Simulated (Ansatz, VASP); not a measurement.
# H2CClF in two plane-wave programs, part 2 of 2

Aim: how closely do two programs agree when they are given the same cell, functional and k mesh? The cell is taken from a series of runs on this material, whose earlier steps may have relaxed, scaled, displaced or heated it; both programs get it as it stands.

VASP 6.6.1 and Ansatz 0.2.0.

So far. Step 2 (VASP: single point, HSE06): The run ends at a pressure of -0.39 GPa, with forces up to 0.56 eV/Å.

### 3. Ansatz: single point, HSE06

Level of this step: Ansatz beside VASP: Kohn-Sham DFT, plane waves, HSE06 (Ansatz).

Ansatz runs on its PAW soft_1 files.

The same cell, functional and mesh now go to Ansatz, which takes its cutoff from its data sets.

Input file input.yaml:

```yaml
crystal:
  lattice:
    - [4.920188, 0.0, 0.0]
    - [0.0, 4.064746, 0.0]
    - [-2.0720324488, 0.0, 6.4288463713]
  atoms:
    - { symbol: H, position: [0.2906065697, 0.3992000413, 0.1611451841] }
    - { symbol: H, position: [0.7093934303, 0.8992000413, 0.8388548159] }
    - { symbol: H, position: [0.5771436384, 0.1015226723, 0.268152758] }
    - { symbol: H, position: [0.4228563616, 0.6015226723, 0.731847242] }
    - { symbol: C, position: [0.348685855, 0.1413563817, 0.1946253876] }
    - { symbol: C, position: [0.651314145, 0.6413563817, 0.8053746124] }
    - { symbol: Cl, position: [0.1662622629, -0.0051833618, 0.3685403124] }
    - { symbol: Cl, position: [0.8337377371, 0.4948166382, 0.6314596876] }
    - { symbol: F, position: [0.2605136246, 0.9636042666, 0.0117078867] }
    - { symbol: F, position: [0.7394863754, 0.4636042666, 0.9882921133] }
kpoints:
  mp_grid: { grid: [4, 4, 2] }
  band_path:
    path:
      - [0.0, 0.0, 0.0]
      - [0.0, 0.5, 0.0]
      - [0.0, 0.5, 0.5]
      - [0.0, 0.0, 0.5]
      - [-0.5, 0.0, 0.5]
      - [-0.5, 0.5, 0.5]
      - [-0.5, 0.5, 0.0]
      - [-0.5, 0.0, 0.0]
      - [-0.5, 0.45, 0.0]
    npoints: 1
hamiltonian:
  xc: hse06
  pseudopotentials: { kind: paw, azcp: { folder: soft_1 } }
scf:
  occupations: { method: fixed }
  n_extra_bands: 7
output:
  eigenvalues: true
  write_density: true
  write_potential: true
  elf: true
  volumetric_format: npy
```

Started as:

```
$ ansatz run input.yaml --threads 2 --pin off --max-ram 92160MiB --backend cuda --events-out ev --progress --plain --runs-dir out --devices 1 --max-vram 13GiB
```

Numbers of over 12 decimals in the logs are rounded to 6 here.

Log:

```text
scf.n_extra_bands = 7 over 20 filled bands (N_el = 40.0): the run solves 27 bands
GPUs: using 1 of 1 available (devices: 1).
Engine: ansatz 0.2.0, x86_64-unknown-linux-gnu
Pseudopotentials: kind: paw
Pseudopotential: H, paw, valence charge 1, recommended cutoff 420 eV (normal), soft_1/H.paw.azcp
Pseudopotential: C, paw, valence charge 4, recommended cutoff 420 eV (normal), soft_1/C.paw.azcp
Pseudopotential: Cl, paw, valence charge 7, recommended cutoff 420 eV (normal), soft_1/Cl.paw.azcp
Pseudopotential: F, paw, valence charge 7, recommended cutoff 420 eV (normal), soft_1/F.paw.azcp
Functional definition: HSE06
  parameter a = 0.25
  parameter omega = 0.11/bohr
  exchange = pbe_x - a*pbe_x_sr(omega) + a*exact_x_sr(omega)
  correlation = pbe_c
davidson cushion auto → on  (no smearing: the cushion is to keep the highest requested band from converging to the state above it; pin scf.eigensolver.cushion to override)
device memory: the entry about to start is reckoned to put 1.0 GiB on a device that reports 47.6 GiB free (of which the cap on the GPU budget leaves the run 13.0 GiB)
GPU FFT provider: cuFFT
GPU libraries: cuBLAS 13.8.2, cuFFT 12.4.0, cuSOLVER 12.3.4
Crystal: 10 atoms, lattice volume = 128.573 Å³
Basis set: ecut = 420 eV, 2531 PW (Γ)
Bands: 27, of which v1, the nominal top of the filled ones, is band 20 counted from 1 (19 counted from 0)
Symmetry: 2 space group operations
Space group: P21 (ITA 4), of the structure as read, at distance tolerance 5.0e-5 Å
k-points: 18 of 32 (time reversal used)
Non-local potential: H, projectors of the file, l = 0: 2, l = 1: 1
Non-local potential: C, projectors of the file, l = 0: 2, l = 1: 2, l = 2: 1
Non-local potential: Cl, projectors of the file, l = 0: 2, l = 1: 2, l = 2: 1
Non-local potential: F, projectors of the file, l = 0: 2, l = 1: 2, l = 2: 1
PAW form: soft (Blöchl's): semilocal exchange-correlation on the pseudo side does not see the compensation charge
PAW frozen core: C, regenerated for the run's functional, and the local potential with it (the file was generated under x = pbe(κ = 0.804, μ = 0.219515), c = pbe(β = 0.066725))
PAW frozen core: Cl, regenerated for the run's functional, and the local potential with it (the file was generated under x = pbe(κ = 0.804, μ = 0.219515), c = pbe(β = 0.066725))
PAW frozen core: F, regenerated for the run's functional, and the local potential with it (the file was generated under x = pbe(κ = 0.804, μ = 0.219515), c = pbe(β = 0.066725))
PAW one-centre angular grid: H, 110 points (default); XC on 64 Gauss nodes
PAW one-centre angular grid: C, 110 points (default); XC on 64 Gauss nodes
PAW one-centre angular grid: Cl, 110 points (default); XC on 64 Gauss nodes
PAW one-centre angular grid: F, 110 points (default); XC on 64 Gauss nodes
Initial density: superposition of atomic densities (chi_scale 0.1, normalization cell, long waves kept (reshape's long-wave potential 0.62 eV rms))
Initial wavefunctions: pseudopotential atomic-orbital guess
GPU buffer pool allocated for 51840 grid points (all kernels)
GPU transforms: local potential and band sums: pruned to the plane-wave sphere, on 36×27×45
Functional: x = pbe(κ = 0.804, μ = 0.219515), c = pbe(β = 0.066725), warm-up for x = pbe(κ = 0.804, μ = 0.219515) + 0.25 (exact − pbe) at short range (hse, ω = 0.207870 Å⁻¹), c = pbe(β = 0.066725); HSE06 as pw.x's `hse` composes it (authors' and Libxc's form: `xc: wpbeh`)
SCF iter   1: F=—  HF=-4347.460404 eV  |F-HF|=—  |Δ(HF+E_count)|=         —  Δρ=1.26e-1  dr2=1.89e1  ethr=1.00e-1  ⟨swp⟩=5.5  Hψ=1787  notcnv=0
preconditioner: auto → none  [insulator: Δε(μ)=4.298 eV  Ē_g=12.652 eV  n_scr=26 (ndim 8)  ℏωp=19.6 eV  f_vac=0.026]
SCF iter   2: F=—  HF=-4343.347099 eV  |F-HF|=—  |Δ(HF+E_count)|=    4.11e0  Δρ=8.81e-2  dr2=6.00e0  ethr=4.74e-2  ⟨swp⟩=3.6  Hψ=1414  notcnv=0
iter 3 solved again at ethr=1.01e-3 eV; its pass at ethr=1.50e-2 eV (dr2=4.05e-1 eV) is discarded
SCF iter   3: F=—  HF=-4341.675073 eV  |F-HF|=—  |Δ(HF+E_count)|=    1.67e0  Δρ=2.53e-2  dr2=4.00e-1  ethr=1.01e-3  ⟨swp⟩=2.8  Hψ=2334  notcnv=0  defer=1
SCF iter   4: F=—  HF=-4341.573423 eV  |F-HF|=—  |Δ(HF+E_count)|=   1.02e-1  Δρ=5.39e-3  dr2=2.41e-2  ethr=9.99e-4  ⟨swp⟩=3.0  Hψ=1187  notcnv=0
SCF iter   5: F=-4341.569269 eV  HF=-4341.570581 eV  |F-HF|=1.31e-3  |Δ(HF+E_count)|=   2.84e-3  Δρ=1.50e-3  dr2=2.22e-3  ethr=6.02e-5  ⟨swp⟩=4.0  Hψ=1353  notcnv=0
SCF 1 stopped early in 5 iterations: F = -4341.569269 eV  dr2 = 2.22e-3
  greatest PAW one-centre occupation: 0.931 electrons in one spin orbital (limit 2), on the F atom at site 9 (counted from 0), in its partial waves of l = 0
device memory: the entry about to start is reckoned to put 1.5 GiB (of the 1.6 GiB reckoned in all, the device holds 0.1 GiB already) on a device that reports 46.8 GiB free (of which the cap on the GPU budget leaves the run 12.9 GiB)
GPU FFT provider: cuFFT
GPU libraries: cuBLAS 13.8.2, cuFFT 12.4.0, cuSOLVER 12.3.4
Initial density: handed on by an earlier stage of this run
Initial wavefunctions: those handed on with the density
GPU buffer pool allocated for 51840 grid points (all kernels)
GPU transforms: local potential and band sums: pruned to the plane-wave sphere, on 36×27×45
Functional: x = pbe(κ = 0.804, μ = 0.219515) + 0.25 (exact − pbe) at short range (hse, ω = 0.207870 Å⁻¹), c = pbe(β = 0.066725); HSE06 as pw.x's `hse` composes it (authors' and Libxc's form: `xc: wpbeh`)
Exchange kernel: α = 0.2500, screened, ω = 0.2079 Å⁻¹, Wigner–Seitz truncation, v(0) = 1030.0140 eV·Å³, q-mesh 4×4×2, nearest image of the exchange supercell L = 13.51 Å, pair-density grid 24×20×30, without the augmentation charges, whose exchange is taken in its separable form by FFT convolution over the k-point mesh (sized by the pseudopotential files, 32×30×45 at the most), smooth part of the exact exchange by density-matrix convolution in up to 2.49 GiB of GPU memory as planned if the GPU has room (build and FFT work areas not counted)
Frozen-core exchange: fock
SCF iter   1: F=—  HF=-4342.640522 eV  |F-HF|=—  |Δ(HF+E_count)|=         —  Δρ=7.26e-3  dr2=5.63e-2  ethr=5.56e-5  ⟨swp⟩=6.7  Hψ=2206  notcnv=0
preconditioner: auto → none  [insulator: Δε(μ)=7.774 eV  Ē_g=15.476 eV  n_scr=26 (ndim 8)  ℏωp=19.6 eV  f_vac=0.088]
SCF iter   2: F=—  HF=-4342.623817 eV  |F-HF|=—  |Δ(HF+E_count)|=   1.67e-2  Δρ=2.28e-3  dr2=5.40e-3  ethr=5.56e-5  ⟨swp⟩=3.4  Hψ=1359  notcnv=0
SCF iter   3: F=—  HF=-4342.632610 eV  |F-HF|=—  |Δ(HF+E_count)|=   8.79e-3  Δρ=1.06e-3  dr2=1.14e-3  ethr=1.11e-5  ⟨swp⟩=4.1  Hψ=1500  notcnv=0
SCF iter   4: F=—  HF=-4342.632232 eV  |F-HF|=—  |Δ(HF+E_count)|=   3.78e-4  Δρ=2.04e-4  dr2=4.62e-5  ethr=2.73e-6  ⟨swp⟩=3.0  Hψ=1248  notcnv=0
SCF iter   5: F=—  HF=-4342.632396 eV  |F-HF|=—  |Δ(HF+E_count)|=   1.65e-4  Δρ=2.05e-4  dr2=4.06e-5  ethr=7.53e-8  ⟨swp⟩=5.2  Hψ=1783  notcnv=0
SCF iter   6: F=-4342.632382 eV  HF=-4342.632383 eV  |F-HF|=8.70e-7  |Δ(HF+E_count)|=   1.31e-5  Δρ=3.33e-5  dr2=1.62e-6  ethr=7.53e-8  ⟨swp⟩=3.2  Hψ=1308  notcnv=0
SCF 2 stopped early in 6 iterations: F = -4342.632382 eV  dr2 = 1.62e-6
  greatest PAW one-centre occupation: 0.934 electrons in one spin orbital (limit 2), on the F atom at site 9 (counted from 0), in its partial waves of l = 0
hybrid outer 1: dexx = +1.138e-2 eV, tail = 2.47e-5 eV
GPU FFT provider: cuFFT
GPU libraries: cuBLAS 13.8.2, cuFFT 12.4.0, cuSOLVER 12.3.4
GPU buffer pool allocated for 51840 grid points (all kernels)
GPU transforms: local potential and band sums: pruned to the plane-wave sphere, on 36×27×45
Exchange kernel: α = 0.2500, screened, ω = 0.2079 Å⁻¹, Wigner–Seitz truncation, v(0) = 1030.0140 eV·Å³, q-mesh 4×4×2, nearest image of the exchange supercell L = 13.51 Å, pair-density grid 24×20×30, without the augmentation charges, whose exchange is taken in its separable form by FFT convolution over the k-point mesh (sized by the pseudopotential files, 32×30×45 at the most), smooth part of the exact exchange by density-matrix convolution in up to 2.49 GiB of GPU memory as planned if the GPU has room (build and FFT work areas not counted)
Frozen-core exchange: fock
SCF iter   1: F=—  HF=-4342.632568 eV  |F-HF|=—  |Δ(HF+E_count)|=         —  Δρ=4.57e-5  dr2=1.24e-6  ethr=3.09e-7  ⟨swp⟩=4.2  Hψ=1305  notcnv=0
preconditioner: auto → none  [insulator: Δε(μ)=7.752 eV  Ē_g=15.444 eV  n_scr=26 (ndim 8)  ℏωp=19.6 eV  f_vac=0.098]
SCF iter   2: F=—  HF=-4342.632568 eV  |F-HF|=—  |Δ(HF+E_count)|=   1.83e-7  Δρ=1.84e-5  dr2=3.20e-7  ethr=2.87e-9  ⟨swp⟩=4.1  Hψ=1444  notcnv=0
SCF iter   3: F=-4342.632568 eV  HF=-4342.632568 eV  |F-HF|=2.43e-8  |Δ(HF+E_count)|=   3.89e-8  Δρ=5.54e-6  dr2=5.23e-8  ethr=5.66e-10  ⟨swp⟩=3.2  Hψ=1447  notcnv=0
SCF 3 converged in 3 iterations: F = -4342.632568 eV  dr2 = 5.23e-8
hybrid outer 2: dexx = +3.986e-7 eV, tail = 1.17e-7 eV, Δε = 6.23e-4 eV (about 4.57e-5 eV left of the loop's levels)
device memory: the entry about to start is reckoned to put 0.6 GiB on a device that reports 51.0 GiB free (of which the cap on the GPU budget leaves the run 13.0 GiB)
NSCF: frozen V_eff on 9 k-points, pencils in batches of 32, up to order 120
hybrid SCF converged: 2 outer / 9 inner (+5 warm-up), last move |dexx| = 3.99e-7 eV, tail = 1.17e-7 eV
Stability not checked: this state was not tested for a lower state beside it, because the functional holds exact exchange (a hybrid, or Hartree-Fock), whose exchange loop this test does not read (fock_operator; see scf.lower_state_search)
Free energy (F): -4342.632568 eV
Frozen-core exchange: fock
Harris-Foulkes:  -4342.632568 eV  (|F-HF|=2.43e-8)
Internal energy: -4342.632568 eV  (E = F + TS)
E sigma→0 (E₀):  -4342.632568 eV
Fermi energy:    -1.415883 eV
--- Per-component energies (eV) ---
  E_band       = -360.842676
  E_kinetic    = 929.776575
  E_local      = -2674.086791  (includes V_loc(G=0)·N_el)
  E_nonlocal   = 281.892104
  E_hartree    = 965.881755
  E_xc         = -398.832487
  E_vxc        = -469.844046  (∫ρ·V_xc dr)
  E_exx        = -108.504017  (= α·E_x^exact, valence–valence)
  E_paw        = -1920.000251  (= ΣΔE_a)
  E_vpaw       = -143.340520  (= ΣTr[D̂ρ^β])
  E_aug_tail   = -0.002718  (compensation charges beyond the density's cutoff)
  E_ewald      = -1418.439607
  E_core_change = -0.317132  (= ΣΔE_core)
  E_smearing   = -0.000000  (= −TS)
  E_closure    = -0.000000  (closes the sum)
  Σ components = -4342.632568   (vs F -4342.632568, Δ=-9.09e-13)
--- Band table (eV; the first three rows and the last of 18) ---
  k-point 0: bands = [... 16 lower, -2.3081, -2.2307, -2.2198, -1.7031, 6.6722, 6.9493, 7.3684, 8.6275, ... 3 higher]
  k-point 1: bands = [... 16 lower, -2.3940, -2.1580, -2.1217, -1.7137, 6.7529, 6.8251, 7.5360, 8.0330, ... 3 higher]
  k-point 2: bands = [... 16 lower, -2.3688, -2.2669, -2.0910, -1.6876, 6.6316, 6.9912, 7.7656, 8.7126, ... 3 higher]
  k-point 17: bands = [... 16 lower, -2.2410, -2.2410, -1.4282, -1.4282, 6.9225, 6.9225, 8.1322, 8.1322, ... 3 higher]
```

### 4. Side by side

Known differences besides the potentials themselves: exact exchange at q = 0 is treated differently, which shows on coarse meshes; VASP keeps PBE cores, Ansatz makes them for the functional; fixed occupations in Ansatz, narrow Gaussian smearing in VASP; the cutoff is 420 eV in Ansatz and 520 eV in VASP; VASP takes a coarser grid for exact exchange (PRECFOCK = Fast). Total energies have different zeros and are not compared.

The two programs side by side:

| quantity | Ansatz | VASP | difference |
| --- | --- | --- | --- |
| gap on the k mesh (eV) | 7.752 | 7.783 | -0.031 |

A gap on the mesh is an upper bound, since the band edges may lie between its points.

### 5. Results

| Item | Value |
| --- | --- |
| difference in gap on the k mesh (single point, HSE06) | -0.031 eV |

What this shows: The difference in gap on the k mesh is -0.031 eV (single point, HSE06), within the 0.08 eV picked in this series as the mark of a large difference. How closely two codes agree says nothing of how well the functional describes the real material.

[Lines on the potential files, build, host, timing and source positions are cut from VASP's logs without a mark.]

[Logs are printed without paths, hosts, clocks, repeated set-up lines and the standing remarks that a program may print on its own settings, such as how far it seeks lower states.]

[Hosts, paths, dates, database ids (printed as entryN), source tags and the programs' standing remarks are cut or masked in the printed files.]
